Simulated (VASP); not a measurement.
These are TPSS meta-GGA, VASP's PBE PAW potentials (set 64) (plane waves; VASP 6.6.1) values and carry that method's errors.

A VASP calculation is set up with these files.

### POSCAR
```
PbS
1
   -0.0000000000     2.9937655902     2.9937655902
    2.9937655902    -0.0000000000     2.9937655902
    2.9937655902     2.9937655902     0.0000000000
Pb S
1 1
Direct
  0.0000000000   0.0000000000   0.0000000000
  0.5000000000   0.5000000000   0.5000000000
```

**INCAR**
```
SYSTEM = PbS
PREC = Accurate; ENCUT = 520; LREAL = .False.
LASPH = .True.
EDIFF = 1E-6; NELM = 100; ALGO = Normal
LMAXMIX = 4; LMIXTAU = .True.
ISMEAR = 0; SIGMA = 0.05
METAGGA = TPSS
IBRION = 2; NSW = 60; ISIF = 3
EDIFFG = -0.01
LWAVE = .False.; LCHARG = .False.
```

KPOINTS:
```
Automatic mesh
0
Gamma
7 7 7
0 0 0
```

POTCAR, in this order: Pb_d S (PBE.64 set). Program: vasp_std.

Output of the run:

### OUTCAR
```
 ion  position               nearest neighbor table
   1  0.000  0.000  0.000-   2 2.99   2 2.99   2 2.99   2 2.99   2 2.99   2 2.99
   2  0.500  0.500  0.500-   1 2.99   1 2.99   1 2.99   1 2.99   1 2.99   1 2.99
  LATTYP: Found a face centered cubic cell.
 ALAT       =     5.9875311804
 Subroutine PRICEL returns:
 Original cell was already a primitive cell.
 Subroutine GETGRP returns: Found 48 space group operations
The static configuration has the point symmetry O_h .
The dynamic configuration has the point symmetry O_h .
 Subroutine INISYM returns: Found 48 space group operations
 Subroutine IBZKPT returns following result:
 Found     20 irreducible k-points:

 Following reciprocal coordinates:
            Coordinates               Weight
  0.000000  0.000000  0.000000      1.000000
  0.142857  0.000000  0.000000      8.000000
  0.285714  0.000000  0.000000      8.000000
  0.428571  0.000000  0.000000      8.000000
  0.142857  0.142857  0.000000      6.000000
  0.285714  0.142857  0.000000     24.000000
  0.428571  0.142857  0.000000     24.000000
 -0.428571  0.142857  0.000000     24.000000
 -0.285714  0.142857  0.000000     24.000000
...
```

File OSZICAR:
```
       N       E                     dE             d eps       ncg     rms          rms(c)
DAV:   1     0.147377509516E+03    0.14738E+03   -0.99771E+03   560   0.150E+03
DAV:   2    -0.246977732215E+01   -0.14985E+03   -0.14673E+03   578   0.354E+02
DAV:   3    -0.141022892915E+02   -0.11633E+02   -0.11518E+02   758   0.102E+02
DAV:   4    -0.143673951057E+02   -0.26511E+00   -0.26498E+00   648   0.177E+01
DAV:   5    -0.143769460720E+02   -0.95510E-02   -0.95508E-02   788   0.325E+00    0.517E+00
DAV:   6    -0.132360618047E+02    0.11409E+01   -0.48841E+00   560   0.297E+01    0.215E+00
DAV:   7    -0.133173964158E+02   -0.81335E-01   -0.59471E-01   692   0.967E+00    0.151E+00
DAV:   8    -0.133411041106E+02   -0.23708E-01   -0.36756E-01   566   0.489E+00    0.107E+00
DAV:   9    -0.133183786557E+02    0.22725E-01   -0.72952E-02   572   0.351E+00    0.757E-01
DAV:  10    -0.133502112729E+02   -0.31833E-01   -0.50499E-02   566   0.353E+00    0.741E-02
DAV:  11    -0.133517588401E+02   -0.15476E-02   -0.46415E-03   632   0.900E-01    0.208E-01
DAV:  12    -0.133521426722E+02   -0.38383E-03   -0.21583E-04   704   0.136E-01    0.202E-01
DAV:  13    -0.133525538585E+02   -0.41119E-03   -0.11488E-03   698   0.463E-01    0.482E-02
DAV:  14    -0.133536447882E+02   -0.10909E-02   -0.12659E-03   560   0.520E-01    0.856E-02
DAV:  15    -0.133536571471E+02   -0.12359E-04   -0.26176E-05   728   0.540E-02    0.832E-02
DAV:  16    -0.133536468177E+02    0.10329E-04   -0.90908E-06   700   0.448E-02    0.594E-02
DAV:  17    -0.133536503132E+02   -0.34954E-05   -0.16734E-04   730   0.230E-01    0.393E-02
DAV:  18    -0.133536509590E+02   -0.64584E-06   -0.14018E-05   644   0.633E-02    0.209E-02
DAV:  19    -0.133536514860E+02   -0.52700E-06   -0.14533E-06   426   0.128E-02
   1 F= -.13353651E+02 E0= -.13353651E+02  d E =-.133537E+02
```

### OUTCAR
```
------------------------ aborting loop because EDIFF is reached ----------------------------------------
  FORCE on cell =-STRESS in cart. coord.  units (eV):
  Direction    XX          YY          ZZ          XY          YZ          ZX
  --------------------------------------------------------------------------------------
  Total       -0.0017006     -0.0017006     -0.0017006      0.0000000     -0.0000000     -0.0000000
  in kB       -0.0507714     -0.0507714     -0.0507714      0.0000000     -0.0000000     -0.0000000
  external PRESSURE =      -0.0507714 kB  Pullay stress =       0.0000000 kB
  volume of cell :       53.66
      direct lattice vectors                 reciprocal lattice vectors
     0.000000000  2.993765590  2.993765590    -0.167013744  0.167013744  0.167013744
     2.993765590  0.000000000  2.993765590     0.167013744 -0.167013744  0.167013744
     2.993765590  2.993765590  0.000000000     0.167013744  0.167013744 -0.167013744
  FREE ENERGIE OF THE ION-ELECTRON SYSTEM (eV)
  ---------------------------------------------------
  free  energy   TOTEN  =       -13.3536514860 eV

  energy  without entropy=      -13.3536514860  energy(sigma->0) =      -13.35365149

 reached required accuracy - stopping structural energy minimisation
```
(Selected blocks of OUTCAR.)

The compound is PbS in the rock salt structure. It was relaxed first. The start is the result of an earlier pass.
